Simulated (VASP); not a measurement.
```
CELL_PARAMETERS angstrom
      0.00000     2.91360     2.91360
      2.91360     0.00000     2.91360
      2.91360     2.91360     0.00000
ATOMIC_POSITIONS crystal
  Li 0.25000 0.25000 0.25000
  Li 0.75000 0.75000 0.75000
  Se 0.00000 0.00000 0.00000
```

These are PBEsol GGA, VASP's PBE PAW potentials (set 64) (plane waves; VASP 6.6.1) values and carry that method's errors. Numerical set-up: 520 eV cut-off, 8×8×8 Γ-centred mesh, Gaussian smearing of 0.050 eV, potentials Li_sv Se.

Problem. The job: Li$_{2}$Se (antifluorite), 3 atoms, PBEsol, static run, 520 eV, 8×8×8 Γ-centred mesh. Roughly how much core time does it take on a busy server core?

Solution. About 10 core-seconds (one run on a shared machine, a rough figure). It had 29 irreducible k-points, 10 bands, up to 1363 plane waves and 13 electronic steps.

The compound is Li2Se in the antifluorite structure. This cell is one point of a volume scan, at 0.94 of the reference volume.
